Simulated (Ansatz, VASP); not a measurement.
# Cross-check of Al2O3 (Corundum) between VASP and Ansatz, part 2 of 2

Aim: how closely do two programs agree when they are given the same cell, functional and k mesh? The structure shown comes from an earlier Ansatz run, which isn't shown and may have moved the atoms alone.

VASP 6.6.1 and Ansatz 0.2.0.

So far: Starting point; Ansatz: elastic constants, PBE.

## (3) VASP: elastic constants, PBE

Level of this step: PBE; plane waves and PAW (Al, O) (VASP).

The same cell, functional and mesh now go to VASP, with its own data sets.

Lines of VASP's logs that name or quote its potential files are left out, and so is its time.

File INCAR:

```
SYSTEM = Al2O3
PREC = Accurate
ENCUT = 600
EDIFF = 1E-08
NELM = 120
ISMEAR = 0
SIGMA = 0.01
LREAL = .FALSE.
ALGO = Normal
GGA = PE
NBANDS = 34
LORBIT = 11
LWAVE = .FALSE.
LCHARG = .FALSE.
ISIF = 3
IBRION = 6
NFREE = 2
POTIM = 0.015
NSW = 1
LASPH = .TRUE.
GGA_COMPAT = .FALSE.
EFERMI = MIDGAP
KPAR = 2
```

File POSCAR:

```
Al2O3
1.0
    2.4039956795      1.3879475527      4.3738271021
   -2.4039956795      1.3879475527      4.3738271021
    0.0000000000     -2.7758951054      4.3738271021
Al O
4 6
Direct
    0.3521352895      0.3521352895      0.3521352895
    0.1478647105      0.1478647105      0.1478647105
    0.6478647105      0.6478647105      0.6478647105
    0.8521352895      0.8521352895      0.8521352895
    0.5556642558      0.9443357442      0.2500000000
    0.2500000000      0.5556642558      0.9443357442
    0.9443357442      0.2500000000      0.5556642558
    0.4443357442      0.0556642558      0.7500000000
    0.7500000000      0.4443357442      0.0556642558
    0.0556642558      0.7500000000      0.4443357442
```

File KPOINTS:

```
Automatic mesh
0
Gamma
6 6 6
0 0 0
```

Potentials, in the order of the species: Al and O (PBE family, release 64).

On the command line:

```bash
mpirun -np 2 vasp_std
```

Numbers of over 12 decimals in the logs are rounded to 6 here.

Log:

```text
[banner, memory and clock lines left out]
running    2 mpi-ranks, on    1 nodes
 distrk:  each k-point on    1 cores,    2 groups
 distr:  one band on    1 cores,    1 groups

 POSCAR found type information on POSCAR AlO
 POSCAR found :  2 types and      10 ions
 LDA part: xc-table for (Slater+PW92), standard interpolation
 POSCAR, INCAR and KPOINTS ok, starting setup
 FFT: planning ... GRIDC
 FFT: planning ... GRID_SOFT
 FFT: planning ... GRID
 WAVECAR not read
 entering main loop
       N       E                     dE             d eps       ncg     rms          rms(c)
DAV:   1     0.256315642761E+03    0.25632E+03   -0.27568E+04  2176   0.151E+03
DAV:   2    -0.680832178707E+02   -0.32440E+03   -0.31403E+03  2774   0.308E+02
DAV:   3    -0.826803833663E+02   -0.14597E+02   -0.14547E+02  2808   0.669E+01
DAV:   4    -0.827997098060E+02   -0.11933E+00   -0.11926E+00  2688   0.693E+00
DAV:   5    -0.828011806978E+02   -0.14709E-02   -0.14706E-02  2744   0.772E-01    0.174E+01
DAV:   6    -0.747684463712E+02    0.80327E+01   -0.29897E+01  2650   0.292E+01    0.592E+00
DAV:   7    -0.748105657777E+02   -0.42119E-01   -0.81800E-01  2636   0.457E+00    0.327E+00
DAV:   8    -0.748271925523E+02   -0.16627E-01   -0.87933E-02  2596   0.233E+00    0.680E-01
DAV:   9    -0.748312619010E+02   -0.40693E-02   -0.20621E-02  2752   0.791E-01    0.310E-01
DAV:  10    -0.748319508556E+02   -0.68895E-03   -0.86312E-04  2502   0.179E-01    0.731E-02
DAV:  11    -0.748319077990E+02    0.43057E-04   -0.39304E-04  2724   0.113E-01    0.230E-02
DAV:  12    -0.748319108943E+02   -0.30953E-05   -0.24068E-05  2560   0.296E-02    0.629E-03
DAV:  13    -0.748319102643E+02    0.62999E-06   -0.43341E-06  2716   0.116E-02    0.129E-03
DAV:  14    -0.748319101381E+02    0.12623E-06   -0.19989E-07  2454   0.275E-03    0.751E-04
DAV:  15    -0.748319102152E+02   -0.77084E-07   -0.10854E-08  2014   0.708E-04    0.312E-04
DAV:  16    -0.748319102528E+02   -0.37568E-07   -0.12630E-09  1460   0.220E-04    0.504E-05
DAV:  17    -0.748319102517E+02    0.11082E-08   -0.60088E-10  1302   0.133E-04
   1 F= -.74831910E+02 E0= -.74831910E+02  d E =0.000000E+00
[... from here on, the cycles between the ionic steps are left out ...]
   2 F= -.74800630E+02 E0= -.74800630E+02  d E =0.000000E+00
   3 F= -.74803976E+02 E0= -.74803976E+02  d E =0.000000E+00
  15 F= -.74829852E+02 E0= -.74829852E+02  d E =0.000000E+00
  16 F= -.74830199E+02 E0= -.74830199E+02  d E =0.000000E+00
  17 F= -.74829797E+02 E0= -.74829797E+02  d E =0.000000E+00
  18 F= -.74830817E+02 E0= -.74830817E+02  d E =0.000000E+00
  19 F= -.74829228E+02 E0= -.74829228E+02  d E =0.000000E+00
  20 F= -.74829952E+02 E0= -.74829952E+02  d E =0.000000E+00
  21 F= -.74829952E+02 E0= -.74829952E+02  d E =0.000000E+00
  22 F= -.74830276E+02 E0= -.74830276E+02  d E =0.000000E+00
 Finite differences progress:
  Degree of freedom:  11/ 11
  Displacement:        1/  2
  Total:              21/ 22
 bond charge predicted
       N       E                     dE             d eps       ncg     rms          rms(c)
DAV:   1    -0.748300230028E+02    0.25287E-03   -0.30566E+00  7736   0.997E+00    0.251E-01
DAV:   2    -0.748310670928E+02   -0.10441E-02   -0.31941E-02  9756   0.104E+00    0.137E-01
DAV:   3    -0.748302461052E+02    0.82099E-03   -0.20211E-03  9744   0.317E-01    0.343E-02
DAV:   4    -0.748302758378E+02   -0.29733E-04   -0.41251E-04  9476   0.111E-01    0.213E-02
DAV:   5    -0.748302756570E+02    0.18081E-06   -0.79583E-06  9592   0.191E-02    0.890E-03
DAV:   6    -0.748302758272E+02   -0.17020E-06   -0.14599E-06  9404   0.957E-03    0.154E-03
DAV:   7    -0.748302758781E+02   -0.50888E-07   -0.29947E-07  9478   0.343E-03    0.869E-04
DAV:   8    -0.748302758747E+02    0.33606E-08   -0.44720E-08  8846   0.184E-03
  23 F= -.74830276E+02 E0= -.74830276E+02  d E =0.000000E+00
 Finite differences progress:
  Degree of freedom:  11/ 11
  Displacement:        2/  2
  Total:              22/ 22
```

From OUTCAR (step 3):

```text
ion  position               nearest neighbor table
   1  0.352  0.352  0.352-  10 1.88   8 1.88   9 1.88   5 1.99   6 1.99   7 1.99   2 2.68   3 2.82
                             3 2.82   3 2.82   2 3.25   2 3.25   2 3.25
   2  0.148  0.148  0.148-   9 1.88   8 1.88  10 1.88   5 1.99   7 1.99   6 1.99   1 2.68   4 2.82
                             4 2.82   4 2.82   1 3.25   1 3.25   1 3.25
   3  0.648  0.648  0.648-   7 1.88   5 1.88   6 1.88   8 1.99   9 1.99  10 1.99   4 2.68   1 2.82
                             1 2.82   1 2.82   4 3.25   4 3.25   4 3.25
   4  0.852  0.852  0.852-   6 1.88   5 1.88   7 1.88   8 1.99  10 1.99   9 1.99   3 2.68   2 2.82
                             2 2.82   2 2.82   3 3.25   3 3.25   3 3.25
   5  0.556  0.944  0.250-   3 1.88   4 1.88   1 1.99   2 1.99
   6  0.250  0.556  0.944-   4 1.88   3 1.88   1 1.99   2 1.99
   7  0.944  0.250  0.556-   3 1.88   4 1.88   2 1.99   1 1.99
   8  0.444  0.056  0.750-   1 1.88   2 1.88   3 1.99   4 1.99
   9  0.750  0.444  0.056-   2 1.88   1 1.88   3 1.99   4 1.99
  10  0.056  0.750  0.444-   1 1.88   2 1.88   4 1.99   3 1.99

  LATTYP: Found a trigonal (rhomboedric) cell.
 ALAT       =     5.1803433434
 COS(alpha) =     0.5692946450

 Subroutine GETGRP returns: Found 12 space group operations
 (whereof  6 operations were pure point group operations)

The static configuration has the point symmetry S_6 .
 The point group associated with its full space group is D_3d.

 Found     32 irreducible k-points:

   k-points           NKPTS =     32   k-points in BZ     NKDIM =     32   number of bands    NBANDS=     34

   dimension x,y,z NGX =    42 NGY =   42 NGZ =   42
   dimension x,y,z NGXF=    84 NGYF=   84 NGZF=   84

   ENCUT  =  600.0 eV  44.10 Ry    6.64 a.u.  10.35 10.35 10.35*2*pi/ulx,y,z

   NELECT =      48.0000    total number of electrons

 k-points in reciprocal lattice and weights: Automatic mesh
   0.00000000  0.00000000  0.00000000       0.005
   0.16666667  0.00000000  0.00000000       0.028
   0.33333333 -0.00000000  0.00000000       0.028
   0.50000000 -0.00000000  0.00000000       0.014
   0.16666667  0.16666667  0.00000000       0.028
   0.33333333  0.16666667 -0.00000000       0.056
   0.50000000  0.16666667 -0.00000000       0.056
  -0.33333333  0.16666667  0.00000000       0.056
  -0.16666667  0.16666667  0.00000000       0.028
[...]
-0.33333333  0.50000000  0.33333333       0.028
   0.50000000  0.50000000  0.50000000       0.005

 average (electrostatic) potential at core
       1 -71.9190       2 -71.8934       3 -71.9181       4 -71.8946       5 -67.3587
       6 -67.3591       7 -67.3587       8 -67.3586       9 -67.3577      10 -67.3596

 E-fermi :   8.7255

 k-point     1 :       0.0000    0.0000    0.0000
  band No.  band energies     occupation
    ...
     20       5.3345      2.00000
     21       5.3446      2.00000
     22       5.7683      2.00000
     23       5.7725      2.00000
     24       5.7956      2.00000
     25      11.6554      0.00000
     26      14.6996      0.00000
     27      16.1751      0.00000
     28      17.0692      0.00000
     29      17.0823      0.00000
    ...

 k-point     2 :       0.1667    0.0000    0.0000
  band No.  band energies     occupation
    ...
     20       4.9638      2.00000
     21       5.1518      2.00000
     22       5.4706      2.00000
     23       5.7367      2.00000
     24       5.7584      2.00000
     25      12.2907      0.00000
     26      15.1937      0.00000
     27      15.7847      0.00000
     28      16.7285      0.00000
     29      16.7857      0.00000
    ...

 k-point     3 :       0.3333   -0.0000    0.0000
  band No.  band energies     occupation
    ...
     20       4.4880      2.00000
     21       4.9958      2.00000
     22       5.2811      2.00000
     23       5.5989      2.00000
     24       5.6349      2.00000
     25      13.6066      0.00000
     26      15.3121      0.00000
[...]
0.000000  0.000000  1.940204     0.000000    0.000000   -0.059711
      0.000000  0.000000  8.500945     0.000000   -0.000000    0.059711
      0.000000  0.000000 11.181277    -0.000000   -0.000000    0.059711
     -0.934365  1.387948  7.654197    -0.000000    0.225171   -0.337028
     -0.734816 -1.503157  7.654197    -0.195004   -0.112586   -0.337028
      1.669180  0.115210  7.654197     0.195004   -0.112586   -0.337028
      0.934365 -1.387948  5.467284     0.000000   -0.225171    0.337028
      0.734816  1.503157  5.467284     0.195004    0.112586    0.337028
     -1.669180 -0.115210  5.467284    -0.195004    0.112586    0.337028

   2 f  =   21.441954 THz   134.723772 2PiTHz  715.226607 cm-1    88.676758 meV
             X         Y         Z           dx          dy          dz
      0.000000  0.000000  4.620537    -0.077639    0.060786    0.000000
      0.000000  0.000000  1.940204     0.077627    0.060801    0.000000
      0.000000  0.000000  8.500945     0.077639   -0.060786   -0.000000
      0.000000  0.000000 11.181277    -0.077627   -0.060801   -0.000000
     -0.934365  1.387948  7.654197     0.000020    0.412182   -0.336747
     -0.734816 -1.503157  7.654197     0.261832   -0.041397    0.168344
      1.669180  0.115210  7.654197    -0.261885   -0.041343    0.168403
      0.934365 -1.387948  5.467284    -0.000020   -0.412182    0.336747
      0.734816  1.503157  5.467284    -0.261832    0.041397   -0.168344
     -1.669180 -0.115210  5.467284     0.261885    0.041343   -0.168403

   3 f  =   21.441954 THz   134.723772 2PiTHz  715.226607 cm-1    88.676758 meV
             X         Y         Z           dx          dy          dz
      0.000000  0.000000  4.620537     0.060786    0.077639    0.000000
      0.000000  0.000000  1.940204     0.060801   -0.077627   -0.000000
      0.000000  0.000000  8.500945    -0.060786   -0.077639   -0.000000
      0.000000  0.000000 11.181277    -0.060801    0.077627    0.000000
     -0.934365  1.387948  7.654197    -0.192554    0.000042   -0.000034
     -0.734816 -1.503157  7.654197     0.261025    0.261854    0.291648
      1.669180  0.115210  7.654197     0.260972   -0.261863   -0.291614
      0.934365 -1.387948  5.467284     0.192554   -0.000042    0.000034
      0.734816  1.503157  5.467284    -0.261025   -0.261854   -0.291648
     -1.669180 -0.115210  5.467284    -0.260972    0.261863    0.291614

   4 f  =   19.934635 THz   125.253007 2PiTHz  664.947855 cm-1    82.442990 meV
             X         Y         Z           dx          dy          dz
      0.000000  0.000000  4.620537    -0.000000   -0.000000   -0.189991
      0.000000  0.000000  1.940204    -0.000000    0.000000    0.189991
      0.000000  0.000000  8.500945    -0.000000   -0.000000   -0.189991
      0.000000  0.000000 11.181277    -0.000000    0.000000    0.189991
     -0.934365  1.387948  7.654197     0.377627    0.000000    0.000000
     -0.734816 -1.503157  7.654197    -0.188814    0.327035   -0.000000
      1.669180  0.115210  7.654197    -0.188814   -0.327035    0.000000
      0.934365 -1.387948  5.467284     0.377627    0.000000   -0.000000
      0.734816  1.503157  5.467284    -0.188814    0.327035   -0.000000
     -1.669180 -0.115210  5.467284    -0.188814   -0.327035    0.000000

   5 f  =   18.403365 THz   115.631754 2PiTHz  613.870187 cm-1    76.110169 meV
             X         Y         Z           dx          dy          dz
      0.000000  0.000000  4.620537    -0.000000   -0.000000    0.070564
      0.000000  0.000000  1.940204    -0.000000    0.000000   -0.070564
      0.000000  0.000000  8.500945     0.000000    0.000000   -0.070564
      0.000000  0.000000 11.181277     0.000000   -0.000000    0.070564
     -0.934365  1.387948  7.654197     0.404162    0.000000   -0.000000
     -0.734816 -1.503157  7.654197    -0.202081    0.350015   -0.000000
      1.669180  0.115210  7.654197    -0.202081   -0.350015    0.000000
      0.934365 -1.387948  5.467284    -0.404162    0.000000   -0.000000
      0.734816  1.503157  5.467284     0.202081   -0.350015    0.000000
     -1.669180 -0.115210  5.467284     0.202081    0.350015   -0.000000

   6 f  =   18.087458 THz   113.646850 2PiTHz  603.332656 cm-1    74.803682 meV
             X         Y         Z           dx          dy          dz
      0.000000  0.000000  4.620537    -0.085774    0.074653   -0.000000
      0.000000  0.000000  1.940204     0.085846    0.074570   -0.000000
      0.000000  0.000000  8.500945    -0.085774    0.074653   -0.000000
      0.000000  0.000000 11.181277     0.085846    0.074570   -0.000000
     -0.934365  1.387948  7.654197     0.000159   -0.456862   -0.008029
     -0.734816 -1.503157  7.654197    -0.339798    0.131301    0.004018
      1.669180  0.115210  7.654197     0.339545    0.131631    0.004011
      0.934365 -1.387948  5.467284     0.000159   -0.456862   -0.008029
      0.734816  1.503157  5.467284    -0.339798    0.131301    0.004018
     -1.669180 -0.115210  5.467284     0.339545    0.131631    0.004011

   7 f  =   18.087458 THz   113.646850 2PiTHz  603.332656 cm-1    74.803682 meV
             X         Y         Z           dx          dy          dz
      0.000000  0.000000  4.620537    -0.074653   -0.085774    0.000000
      0.000000  0.000000  1.940204    -0.074570    0.085846   -0.000000
      0.000000  0.000000  8.500945    -0.074653   -0.085774    0.000000
      0.000000  0.000000 11.181277    -0.074570    0.085846   -0.000000
     -0.934365  1.387948  7.654197    -0.327575   -0.000222   -0.000004
     -0.734816 -1.503157  7.654197     0.260588    0.339735   -0.006951
      1.669180  0.115210  7.654197     0.260917   -0.339608    0.006955
      0.934365 -1.387948  5.467284    -0.327575   -0.000222   -0.000004
      0.734816  1.503157  5.467284     0.260588    0.339735   -0.006951
     -1.669180 -0.115210  5.467284     0.260917   -0.339608    0.006955

   8 f  =   17.335314 THz   108.920993 2PiTHz  578.243849 cm-1    71.693068 meV
             X         Y         Z           dx          dy          dz
      0.000000  0.000000  4.620537    -0.000000   -0.000000   -0.462497
      0.000000  0.000000  1.940204    -0.000000    0.000000    0.462497
      0.000000  0.000000  8.500945    -0.000000   -0.000000   -0.462497
      0.000000  0.000000 11.181277    -0.000000    0.000000    0.462497
     -0.934365  1.387948  7.654197    -0.155127   -0.000000    0.000000
     -0.734816 -1.503157  7.654197     0.077564   -0.134344    0.000000
      1.669180  0.115210  7.654197     0.077564    0.134344   -0.000000
      0.934365 -1.387948  5.467284    -0.155127   -0.000000    0.000000
      0.734816  1.503157  5.467284     0.077564   -0.134344    0.000000
     -1.669180 -0.115210  5.467284     0.077564    0.134344   -0.000000

   9 f  =   16.487339 THz   103.593006 2PiTHz  549.958428 cm-1    68.186124 meV
             X         Y         Z           dx          dy          dz
      0.000000  0.000000  4.620537    -0.000000    0.000000    0.163155
      0.000000  0.000000  1.940204     0.000000    0.000000    0.163155
      0.000000  0.000000  8.500945    -0.000000    0.000000    0.163155
      0.000000  0.000000 11.181277     0.000000    0.000000    0.163155
     -0.934365  1.387948  7.654197    -0.000000    0.359134   -0.141220
     -0.734816 -1.503157  7.654197    -0.311019   -0.179567   -0.141220
      1.669180  0.115210  7.654197     0.311019   -0.179567   -0.141220
      0.934365 -1.387948  5.467284     0.000000    0.359134   -0.141220
      0.734816  1.503157  5.467284    -0.311019   -0.179567   -0.141220
     -1.669180 -0.115210  5.467284     0.311019   -0.179567   -0.141220
    [... 271 further lines ...]
      0.734816  1.503157  5.467284    -0.184919   -0.210404   -0.000019
     -1.669180 -0.115210  5.467284    -0.184973   -0.210452    0.000004

 ELASTIC MODULI CONTR FROM IONIC RELAXATION (kBar)
 Direction    XX          YY          ZZ          XY          YZ          ZX
 --------------------------------------------------------------------------------
 XX        -333.2016    150.4741    119.2191     -0.0000    123.6419      0.0000
 YY         150.4741   -333.2016    119.2191      0.0000   -123.6419     -0.0000
 ZZ         119.2191    119.2191   -178.6734     -0.0000      0.0000      0.0000
 XY          -0.0000      0.0000     -0.0000   -241.8379      0.0000    123.6418
 YZ         123.6419   -123.6419      0.0000      0.0000   -134.8819     -0.0000
 ZX           0.0000     -0.0000      0.0000    123.6418     -0.0000   -134.8819
 --------------------------------------------------------------------------------

 TOTAL ELASTIC MODULI (kBar)
 Direction    XX          YY          ZZ          XY          YZ          ZX
 --------------------------------------------------------------------------------
 XX        4487.1347   1473.8844   1056.0341     -0.0000    199.9777      0.0000
 YY        1473.8844   4487.1347   1056.0341      0.0000   -199.9777     -0.0000
 ZZ        1056.0341   1056.0341   4518.7747     -0.0000      0.0000      0.0000
 XY          -0.0000      0.0000     -0.0000   1506.6252      0.0000    199.9776
 YZ         199.9777   -199.9777      0.0000      0.0000   1318.1928     -0.0000
 ZX           0.0000     -0.0000      0.0000    199.9776     -0.0000   1318.1928
 --------------------------------------------------------------------------------

 total charge
# of ion       s       p       d       tot
------------------------------------------
    1        0.307   0.386   0.000   0.693
    2        0.307   0.386   0.000   0.693
    3        0.307   0.386   0.000   0.693
    4        0.307   0.386   0.000   0.693
    5        1.543   3.627   0.000   5.170
    6        1.543   3.627   0.000   5.170
    7        1.543   3.627   0.000   5.170
    8        1.543   3.627   0.000   5.170
    9        1.543   3.627   0.000   5.170
   10        1.543   3.627   0.000   5.170
--------------------------------------------------
tot         10.485  23.308   0.000  33.794
```

Levels, forces or a CONTCAR printed for this step are those of its last displaced cell, not of the structure at rest.

## (4) Side by side

Known differences besides the potentials themselves: fixed occupations in Ansatz, narrow Gaussian smearing in VASP; the cutoff is 320 eV in Ansatz and 600 eV in VASP; VASP takes each elastic constant from one size of strain, Ansatz from those that its log lists; Ansatz's log warns that its cutoff lies below the recommended one. Total energies have different zeros and are not compared.

Both answers:

```csv
quantity,Ansatz,VASP,difference
C11 (GPa),449.8,448.7,+0.25 %
C22 (GPa),449.8,448.7,+0.25 %
C33 (GPa),447.0,451.9,-1.07 %
C12 (GPa),148.6,147.4,+0.84 %
C13 (GPa),103.0,105.6,-2.50 %
C23 (GPa),103.0,105.6,-2.50 %
C44 (GPa),127.1,131.8,-3.61 %
C55 (GPa),127.1,131.8,-3.61 %
C66 (GPa),150.6,150.7,-0.04 %
```

## (5) Outcome

- difference in C44 (elastic constants, PBE): -3.6 %

**Reading.** The difference in C44 is -3.6 % (elastic constants, PBE), within the 5 % picked in this series as the mark of a large difference. How closely two codes agree says nothing of how well the functional describes the real material.

[Lines on the potential files, build, host, timing and source positions are cut from VASP's logs without a mark.]

[Logs are printed without paths, hosts, clocks, repeated set-up lines and the standing remarks that a program may print on its own settings, such as how far it seeks lower states.]

[Hosts, paths, dates, database ids (printed as entryN), source tags and the programs' standing remarks are cut or masked in the printed files.]
